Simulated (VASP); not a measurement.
Energy against volume of HfB2 (AlB2 type). Method: revTPSS meta-GGA, VASP's PBE PAW potentials (set 64) (plane waves; VASP). Run with 520 eV cut-off, 11×11×9 Γ-centred mesh, first-order Methfessel-Paxton smearing of 0.10 eV, potentials Hf_pv B.

Shape and ions are relaxed at each volume.

```tsv
V (Å³/atom)	E (eV/atom)
9.447	2.62110
9.740	2.61339
10.032	2.62024
10.324	2.63964
```

**Question.** Fit these four points and predict the energy of the run at 9.155 Å³/atom.

**Answer.** A cubic in V^(−2/3), the third-order Birch-Murnaghan form, passes through the four points with V0 = 9.74 Å³/atom and B0 = 265 GPa, and gives 2.6456 eV/atom there. The run gave 2.6457 eV/atom, +0.1 meV/atom from the fit; all five points give B0 = 265 GPa.

The compound is HfB2 in the AlB2 type structure. It was relaxed first.
